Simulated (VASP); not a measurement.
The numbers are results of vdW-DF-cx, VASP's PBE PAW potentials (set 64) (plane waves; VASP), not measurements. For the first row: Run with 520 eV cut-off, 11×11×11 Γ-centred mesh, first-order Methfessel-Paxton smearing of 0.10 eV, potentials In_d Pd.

```json
[
 {"system": "PdIn (CsCl type)", "energy (eV/atom)": "-1.5855"},
 {"system": "In (bct)", "energy (eV/atom)": "0.4321"},
 {"system": "Pd (fcc)", "energy (eV/atom)": "-2.5808"}
]
```

The references are the elements' solids at the same level; no temperature or zero-point terms are added.

Problem. What is the formation energy per atom of PdIn?

Solution. The references average (1×(0.4321) + 1×(-2.5808))/2 = -1.0743 eV, so the formation energy is -1.5855 − (-1.0743) = -0.511 eV/atom.
